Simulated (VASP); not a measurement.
An input for Quantum ESPRESSO's pw.x (written as the equivalent of a VASP run, and not itself run):

```
&CONTROL
  calculation = 'scf'
  pseudo_dir = './pseudo'
  outdir = './out'
  tprnfor = .true.
  tstress = .true.
/
&SYSTEM
  ibrav = 0
  nat = 5
  ntyp = 3
  ecutwfc = 78
  occupations = 'smearing'
  smearing = 'gaussian'
  degauss = 0.00735
  input_dft = 'pbesol'
/
&ELECTRONS
  conv_thr = 7.3e-08
  electron_maxstep = 100
/
ATOMIC_SPECIES
  Ca 40.078 Ca.upf
  Al 26.982 Al.upf
  Ge 72.630 Ge.upf
CELL_PARAMETERS angstrom
     4.1696700    0.0000000    0.0000000
    -2.0848350    3.6110400    0.0000000
     0.0000000    0.0000000    7.1537100
ATOMIC_POSITIONS crystal
  Ca   0.0000000  0.0000000  0.0000000
  Al   0.6666670  0.3333330  0.3722100
  Al   0.3333330  0.6666670  0.6277900
  Ge   0.3333330  0.6666670  0.2620400
  Ge   0.6666670  0.3333330  0.7379600
K_POINTS automatic
  9 9 5 0 0 0
```

Q: Translate this input to VASP (INCAR, KPOINTS, POSCAR, choice of POTCAR).

A: This is not unique; one that fits is 
### INCAR
```
SYSTEM = Ca(AlGe)2
PREC = Accurate
ENCUT = 300
EDIFF = 1E-6
NELM = 100
ALGO = Normal
LREAL = .FALSE.
LASPH = .TRUE.
ISMEAR = 0
SIGMA = 0.1
GGA = PS
LMAXMIX = 4
LWAVE = .FALSE.
LCHARG = .FALSE.
ISIF = 2
```

### POSCAR
```
Ca(AlGe)2
4.169670
  1.0000000000   0.0000000000   0.0000000000
 -0.5000000000   0.8660253689   0.0000000000
  0.0000000000   0.0000000000   1.7156537568
Ca Al Ge
1 2 2
Cartesian
  0.0000000000   0.0000000000   0.0000000000
  0.5000005000   0.2886748343   0.6385834848
 -0.0000005000   0.5773505346   1.0770702720
 -0.0000005000   0.5773505346   0.4495699104
  0.5000005000   0.2886748343   1.2660838463
```

KPOINTS:
```
Regular mesh
0
gamma
9 9 5
0 0 0
```

POTCAR, in this order: Ca_sv Al Ge_d (PBE.64 set). Program: vasp_std.

The two are equivalent in intent, not identical: the potentials are each code's own (VASP's PAW set, PseudoDojo norm-conserving files in pw.x), so ENCUT and ecutwfc are chosen apart and not converted; conv_thr bounds pw.x's estimated SCF error, while EDIFF bounds the energy change between steps.

The structure comes from a computed database's Al2CaGe2 entry (P-3m1); how it stands against other phases isn't given here. The cell was not relaxed at this level.
